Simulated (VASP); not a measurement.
# CaMg4 (Pm-3m) in VASP: notebook

The runs below take CaMg4 through single point, relaxation of cell and atoms, with PBE.

All numbers are computed with VASP 6.6.1; they aren't measurements. Logs are shortened: lines on timing, memory, paths and dates and some standing lists are left out, and cuts for length are marked.

**1. The cell of the first run**

It takes space group Pm-3m (No. 221, cubic). The conventional cell has a = 5.362 Å, b = 5.362 Å, c = 5.362 Å, α = 90.00°, β = 90.00°, γ = 90.00°. Ca (site symmetry m-3m) has 12 Mg at 3.79 Å as nearest neighbours. Mg (site symmetry 4/mmm) has 2 Mg at 2.68 Å as nearest neighbours. Mg (site symmetry m-3m) has 6 Mg at 2.68 Å as nearest neighbours.

The cell was built by a generator and needn't be a form met in nature.

**2. Single point, PBE (random cell by space group and Wyckoff sites (Pm-3m, No. 221))**

INCAR

```
ALGO = Fast ; EDIFF = 1E-7
ENCUT = 520 ; GGA = PE
ISIF = 2 ; ISMEAR = 0
LASPH = True ; LCHARG = True
LELF = True ; LREAL = False
LVHAR = True ; LWAVE = False
NBANDS = 17 ; NELM = 60
PREC = Accurate ; SIGMA = 0.1
```

KPOINTS

```
k-points
0
Gamma
  8 8 8
```

POSCAR

```
CaMg4
1.0
    5.3615536424      0.0000000000      0.0000000000
    0.0000000000      5.3615536424      0.0000000000
    0.0000000000      0.0000000000      5.3615536424
Ca Mg
1 4
Direct
    0.0000000000      0.0000000000      0.0000000000
    0.0000000000      0.5000000000      0.5000000000
    0.5000000000      0.0000000000      0.5000000000
    0.5000000000      0.5000000000      0.0000000000
    0.5000000000      0.5000000000      0.5000000000
```

Potentials or basis: VASP PAW PBE potentials, release 64 (Ca_sv, Mg).

On the command line:

```sh
$ cat potpaw_PBE.64/Ca_sv/POTCAR potpaw_PBE.64/Mg/POTCAR > POTCAR
$ mpirun -np 1 vasp_std > vasp.out
```

OUTCAR:

```text
EDIFF = 1E-7
   ENCUT = 520
   GGA = PE
   ISIF = 2
   ISMEAR = 0
   LASPH = True
   LREAL = False
   NELM = 60
   PREC = Accurate

 ion  position               nearest neighbor table
   1  0.000  0.000  0.000-
   2  0.000  0.500  0.500-   5 2.68   5 2.68
   3  0.500  0.000  0.500-   5 2.68   5 2.68
   4  0.500  0.500  0.000-   5 2.68   5 2.68
   5  0.500  0.500  0.500-   2 2.68   3 2.68   4 2.68   4 2.68   3 2.68   2 2.68

  LATTYP: Found a simple cubic cell.
 ALAT       =     5.3615536424

  Lattice vectors:

 A1 = (   5.3615536424,   0.0000000000,   0.0000000000)
 A2 = (   0.0000000000,   5.3615536424,   0.0000000000)
 A3 = (   0.0000000000,   0.0000000000,   5.3615536424)

Analysis of symmetry for initial positions (statically):
=====================================================================
 Subroutine PRICEL returns:
 Original cell was already a primitive cell.

 Routine SETGRP: Setting up the symmetry group for a
 simple cubic supercell.

 Subroutine GETGRP returns: Found 48 space group operations
 (whereof 48 operations were pure point group operations)
 out of a pool of 48 trial point group operations.

The static configuration has the point symmetry O_h .

Analysis of symmetry for dynamics (positions and initial velocities):
=====================================================================
 Subroutine PRICEL returns:
 Original cell was already a primitive cell.

 Routine SETGRP: Setting up the symmetry group for a
 simple cubic supercell.

 Subroutine GETGRP returns: Found 48 space group operations
 (whereof 48 operations were pure point group operations)
 out of a pool of 48 trial point group operations.

The dynamic configuration has the point symmetry O_h .

 Subroutine INISYM returns: Found 48 space group operations
 (whereof 48 operations are pure point group operations),
 and found     1 'primitive' translations

----------------------------------------------------------------------------------------

                                     Primitive cell

  volume of cell :     154.1246

  direct lattice vectors                    reciprocal lattice vectors
     5.361553642  0.000000000  0.000000000     0.186513102  0.000000000  0.000000000
     0.000000000  5.361553642  0.000000000     0.000000000  0.186513102  0.000000000
     0.000000000  0.000000000  5.361553642     0.000000000  0.000000000  0.186513102

  length of vectors
     5.361553642  5.361553642  5.361553642     0.186513102  0.186513102  0.186513102
[... 93 lines left out ...]
   ISIF   =      2    stress and relaxation
   ISYM   =      2    0-nonsym 1-usesym 2-fastsym
   POTIM  = 0.5000    time-step for ionic-motion
   TEBEG  =    0.0;   TEEND  =   0.0 temperature during run
   PSTRESS=    0.0 pullay stress
   NELECT =      18.0000    total number of electrons
   NUPDOWN=      -1.0000    fix difference up-down
   EMIN   =  10.00;   EMAX   =-10.00  energy-range for DOS
   EFERMI =   0.00;   METHOD = LEGACY
   ISMEAR =     0;   SIGMA  =   0.10  broadening in eV -4-tet -1-fermi 0-gaus
   EFERMI_NEDOS =   21; number of points for ismear=-14 and -15
   IALGO  =     68    algorithm
   IMIX   =      4    mixing-type and parameters
     AMIX     =   0.40;   BMIX     =  1.00
     AMIX_MAG =   1.60;   BMIX_MAG =  1.00
  volume/ion in A,a.u.               =      30.82       208.02
  Fermi-wavevector in a.u.,A,eV,Ry     =   0.800218  1.512193  8.712476  0.640349
  Thomas-Fermi vector in A             =   1.907472
   LORBIT       =      0    0 simple, 1 ext, 2 COOP (PROOUT), +10 PAW based schemes
   GGA     = PE    functional components
   LHFCALC =     F    Hartree Fock is set to
   AEXX    =    0.0000 exact exchange contribution
   IVDW    =     0    specifies the selected vdW correction
   LEPSILON=     F    determine dielectric tensor
   LRPA    =     F    only Hartree local field effects (RPA)
 non-spin polarized calculation
 RMM-DIIS sequential band-by-band and
 Gauss-broadening in eV      SIGMA  =   0.10
  energy-cutoff  :      520.00
  volume of cell :      154.12
 maximum number of plane-waves:      4224
 NGX is ok and might be reduce to    40
   NGX = 19   NGY = 19   NGZ = 19

 number of electron      17.9999997 magnetization

 Free energy of the ion-electron system (eV)
  ---------------------------------------------------
  ext. energy  EPLUGINS =         0.00000000
  ---------------------------------------------------
  free energy    TOTEN  =        -6.41061033 eV

  energy without entropy =       -6.39899815  energy(sigma->0) =       -6.40480424

 E-fermi :   1.7331     XC(G=0):  -7.7742

 val. band max:        1.7319718778   @ k =   0.3750   0.0000   0.0000
 cond. band min:       1.7613473108   @ k =   0.3750   0.3750   0.2500
 fundamental gap:      0.0293754330
 Fermi energy:         1.7331369471

 k-point     1 :       0.0000    0.0000    0.0000
  band No.  band energies     occupation
      1     -40.7079      2.00000
      2     -21.6749      2.00000
      3     -21.6749      2.00000
      4     -21.6749      2.00000
      5      -4.1494      2.00000
      6       0.8425      2.00000
[... 457 lines left out ...]
      4     -21.6749      2.00000
      5      -2.6774      2.00000
      6      -1.4939      2.00000
[... 9 lines left out ...]
     16       4.6252      0.00000
     17       4.9097      0.00000

 [... further k-points ...]

------------------------ aborting loop because EDIFF is reached ----------------------------------------

  FORCE on cell =-STRESS in cart. coord.  units (eV):
  Direction    XX          YY          ZZ          XY          YZ          ZX
  --------------------------------------------------------------------------------------
  -------------------------------------------------------------------------------------
  Total       -0.0096766     -0.0096766     -0.0096766      0.0000000      0.0000000      0.0000000
  in kB       -0.1005915     -0.1005915     -0.1005915      0.0000000      0.0000000      0.0000000
  external PRESSURE =      -0.1005915 kB  Pullay stress =       0.0000000 kB

 VOLUME and BASIS-vectors are now :
 -----------------------------------------------------------------------------
  energy-cutoff  :      520.00
  volume of cell :      154.12
      direct lattice vectors                 reciprocal lattice vectors
     5.361553642  0.000000000  0.000000000     0.186513102  0.000000000  0.000000000
     0.000000000  5.361553642  0.000000000     0.000000000  0.186513102  0.000000000
     0.000000000  0.000000000  5.361553642     0.000000000  0.000000000  0.186513102

 POSITION                                       TOTAL-FORCE (eV/Angst)
 -----------------------------------------------------------------------------------
      0.00000      0.00000      0.00000         0.000000      0.000000      0.000000
      0.00000      2.68078      2.68078         0.000000      0.000000      0.000000
      2.68078      0.00000      2.68078         0.000000      0.000000      0.000000
      2.68078      2.68078      0.00000         0.000000      0.000000      0.000000
      2.68078      2.68078      2.68078         0.000000      0.000000      0.000000
 -----------------------------------------------------------------------------------
    total drift:                               -0.000000     -0.000000      0.000000

  FREE ENERGIE OF THE ION-ELECTRON SYSTEM (eV)
  ---------------------------------------------------
  free  energy   TOTEN  =        -6.4106103282 eV

  energy  without entropy=       -6.3989981465  energy(sigma->0) =       -6.40480424
```

stdout:

```text
POSCAR found type information on POSCAR CaMg
 POSCAR found :  2 types and       5 ions
 scaLAPACK will be used
 LDA part: xc-table for (Slater+PW92), standard interpolation
 POSCAR, INCAR and KPOINTS ok, starting setup
 FFT: planning ... GRIDC
 FFT: planning ... GRID_SOFT
 FFT: planning ... GRID
 WAVECAR not read
 entering main loop
WARNING in EDDRMM: call to ZHEGV failed, returncode =   8  4      6
WARNING in EDDRMM: call to ZHEGV failed, returncode =   8  4      6
 num prob RMM:  16    -0.641061008700E+01   -0.36556E-06   -0.14337E-06  1574   0.425E-03    0.143E-03
 num prob RMM:  17    -0.641061027652E+01   -0.18952E-06   -0.63860E-07  1400   0.267E-03    0.799E-04
 num prob  num prob  num prob  num prob  num prob  num prob RMM:  18    -0.641061032820E+01   -0.51685E-07   -0.30158E-07  1220   0.180E-03
```

Wall time 53 s (1 thread of Intel Xeon Platinum 8559C (Emerald Rapids), shared host); peak memory 0.29 GiB.

Results:

| Item | Value |
| --- | --- |
| Free energy | -6.4106 eV |
| Pressure | 0.0 GPa |
| Band gap on the k mesh | none (metal or under the smearing width) |

**3. Relaxation of cell and atoms, PBE (random cell by space group and Wyckoff sites (Pm-3m, No. 221))**

INCAR

```
SYSTEM = CaMg4
PREC = Accurate ; ENCUT = 600
EDIFF = 1E-6 ; ISMEAR = 0
SIGMA = 0.1 ; LREAL = .FALSE.
LASPH = .TRUE. ; NELM = 60
ALGO = Normal ; ISIF = 3
LWAVE = .FALSE. ; LCHARG = .FALSE.
GGA = PE ; IBRION = 2
NSW = 100 ; EDIFFG = -0.01
```

KPOINTS

```
Automatic mesh
0
G
  8 8 8
  0 0 0
```

POSCAR, as its differences from that of step 2:

```diff
@@ -2,5 +2,5 @@
 1.0
-    5.3615536424      0.0000000000      0.0000000000
-    0.0000000000      5.3615536424      0.0000000000
-    0.0000000000      0.0000000000      5.3615536424
+    5.3190542482      0.0000000000      0.0000000000
+    0.0000000000      5.3190542482      0.0000000000
+    0.0000000000      0.0000000000      5.3190542482
 Ca Mg
```

Potentials or basis: VASP PAW PBE potentials, release 64 (Ca_sv, Mg).

On the command line:

```sh
$ cat potpaw_PBE.64/Ca_sv/POTCAR potpaw_PBE.64/Mg/POTCAR > POTCAR
$ mpirun -np 1 vasp_std > vasp.out
```

OUTCAR:

```text
SYSTEM = CaMg4
   PREC = Accurate
   ENCUT = 600
   EDIFF = 1E-6
   ISMEAR = 0
   LREAL = .FALSE.
   LASPH = .TRUE.
   NELM = 60
   ISIF = 3
   GGA = PE
   IBRION = 2
   NSW = 100
   EDIFFG = -0.01

 ion  position               nearest neighbor table
   1  0.000  0.000  0.000-
   2  0.000  0.500  0.500-   5 2.66   5 2.66
   3  0.500  0.000  0.500-   5 2.66   5 2.66
   4  0.500  0.500  0.000-   5 2.66   5 2.66
   5  0.500  0.500  0.500-   2 2.66   3 2.66   4 2.66   4 2.66   3 2.66   2 2.66

  LATTYP: Found a simple cubic cell.
 ALAT       =     5.3190542482

  Lattice vectors:

 A1 = (   5.3190542482,   0.0000000000,   0.0000000000)
 A2 = (   0.0000000000,   5.3190542482,   0.0000000000)
 A3 = (   0.0000000000,   0.0000000000,   5.3190542482)

Analysis of symmetry for initial positions (statically):
=====================================================================
 Subroutine PRICEL returns:
 Original cell was already a primitive cell.

 Routine SETGRP: Setting up the symmetry group for a
 simple cubic supercell.

 Subroutine GETGRP returns: Found 48 space group operations
 (whereof 48 operations were pure point group operations)
 out of a pool of 48 trial point group operations.

The static configuration has the point symmetry O_h .

[... 245 lines left out ...]

 number of electron      18.0000000 magnetization

 Free energy of the ion-electron system (eV)
  ---------------------------------------------------
  ext. energy  EPLUGINS =         0.00000000
  ---------------------------------------------------
  free energy    TOTEN  =        -6.41080319 eV

  energy without entropy =       -6.39919344  energy(sigma->0) =       -6.40499832

 E-fermi :   1.7327     XC(G=0):  -7.7737

 val. band max:        1.7314137281   @ k =   0.3750   0.0000   0.0000
 cond. band min:       1.7609099781   @ k =   0.3750   0.3750   0.2500
 fundamental gap:      0.0294962500
 Fermi energy:         1.7327058154

 k-point     1 :       0.0000    0.0000    0.0000
  band No.  band energies     occupation
      1     -40.7080      2.00000
      2     -21.6753      2.00000
      3     -21.6753      2.00000
      4     -21.6753      2.00000
      5      -4.1496      2.00000
      6       0.8421      2.00000
      7       0.8421      2.00000
      8       0.8421      2.00000
      9       1.0491      2.00000
     10       1.0491      2.00000
     11       1.8585      0.07526
     12       3.7280      0.00000
     13       3.7280      0.00000
[... 354 lines left out ...]
  band No.  band energies     occupation
      1     -40.7079      2.00000
      2     -21.6769      2.00000
      3     -21.6766      2.00000
      4     -21.6753      2.00000
      5      -2.6777      2.00000
      6      -1.4942      2.00000
      7      -0.9619      2.00000
      8       0.2967      2.00000
      9       1.1129      2.00000
     10       2.1649      0.00000
     11       2.5047      0.00000
     12       3.5598      0.00000
     13       3.6428      0.00000

 [... further k-points ...]

------------------------ aborting loop because EDIFF is reached ----------------------------------------

  FORCE on cell =-STRESS in cart. coord.  units (eV):
  Direction    XX          YY          ZZ          XY          YZ          ZX
  --------------------------------------------------------------------------------------
  -------------------------------------------------------------------------------------
  Total       -0.0089088     -0.0089088     -0.0089088     -0.0000000      0.0000000      0.0000000
  in kB       -0.0925993     -0.0925993     -0.0925993     -0.0000000      0.0000000      0.0000000
  external PRESSURE =      -0.0925993 kB  Pullay stress =       0.0000000 kB
[... 20 lines left out ...]
  FREE ENERGIE OF THE ION-ELECTRON SYSTEM (eV)
  ---------------------------------------------------
  free  energy   TOTEN  =        -6.4108031879 eV

  energy  without entropy=       -6.3991934434  energy(sigma->0) =       -6.40499832

 reached required accuracy - stopping structural energy minimisation
```

OSZICAR:

```text
N       E                     dE             d eps       ncg     rms          rms(c)
DAV:   1     0.845111072121E+02    0.84511E+02   -0.72683E+03   910   0.122E+03
DAV:   2    -0.262385803846E+01   -0.87135E+02   -0.85602E+02  1010   0.231E+02
[... 23 lines left out ...]
DAV:   1    -0.641700321885E+01   -0.70226E-02   -0.18750E-01  1160   0.419E+00    0.473E-01
DAV:   2    -0.641217293928E+01    0.48303E-02   -0.17758E-02  1188   0.129E+00    0.268E-01
DAV:   3    -0.641090032768E+01    0.12726E-02   -0.14189E-02  1589   0.863E-01    0.127E-01
DAV:   4    -0.641072753112E+01    0.17280E-03   -0.92401E-04  1185   0.302E-01    0.535E-02
DAV:   5    -0.641079360676E+01   -0.66076E-04   -0.16131E-04  1437   0.791E-02    0.178E-02
DAV:   6    -0.641080311271E+01   -0.95060E-05   -0.22492E-05  1562   0.258E-02    0.887E-03
DAV:   7    -0.641080318793E+01   -0.75218E-07   -0.38948E-06  1308   0.993E-03
   3 F= -.64108032E+01 E0= -.64049983E+01  d E =-.602091E-02
```

Wall time 2 min (1 thread of Intel Xeon Platinum 8559C (Emerald Rapids), shared host); peak memory 0.32 GiB.

Results:

| Item | Value |
| --- | --- |
| Free energy | -6.4108 eV |
| Relaxed volume | 30.83 Å³/atom |
| Relaxed cell | a = 5.362 Å, b = 5.362 Å, c = 5.362 Å, α = 90.00°, β = 90.00°, γ = 90.00° |
| Space group after relaxing (to 0.05 Å) | Pm-3m (No. 221) |
| Energy gained by relaxing | 1.2 meV/atom |
| Ionic steps | 3 |
| Pressure after relaxing | 0.0 GPa |
| Band gap on the k mesh | none (metal or under the smearing width) |

The path:
```csv
step,energy change (eV),largest force (eV/Å),pressure (GPa),volume (Å³)
1,0.0000,0.0000,0.55,150.49
2,-0.0052,0.0000,0.20,152.74
3,-0.0060,0.0000,-0.01,154.14
```

Final structure:
```yaml
crystal:
  lattice:
    - [5.36176, 0.00000, 0.00000]
    - [0.00000, 5.36176, 0.00000]
    - [0.00000, 0.00000, 5.36176]
  atoms:
    - { symbol: Ca, position: [0.00000, 0.00000, 0.00000] }
    - { symbol: Mg, position: [0.00000, 0.50000, 0.50000] }
    - { symbol: Mg, position: [0.50000, 0.00000, 0.50000] }
    - { symbol: Mg, position: [0.50000, 0.50000, 0.00000] }
    - { symbol: Mg, position: [0.50000, 0.50000, 0.50000] }
```

Levels at points of the mesh, in eV from the Fermi level:
| k point | band 5 | band 6 | band 7 | band 8 | band 9 | band 10 | band 11 | band 12 | band 13 |
| --- | --- | --- | --- | --- | --- | --- | --- | --- | --- |
| (0.00, 0.00, 0.00) | -5.88 | -0.89 | -0.89 | -0.89 | -0.68 | -0.68 | 0.13 | 2.00 | 2.00 |
| (0.50, 0.00, 0.00) | -5.04 | -3.90 | -0.53 | -0.53 | 0.50 | 0.53 | 0.86 | 1.26 | 1.26 |
| (0.50, 0.50, 0.00) | -4.30 | -3.08 | -3.08 | -1.87 | 0.33 | 0.87 | 0.87 | 1.08 | 2.14 |
| (0.50, 0.50, 0.50) | -3.39 | -2.56 | -2.56 | -2.56 | -0.96 | -0.96 | -0.96 | 0.45 | 2.68 |

(Continued in part 2 of 2.)
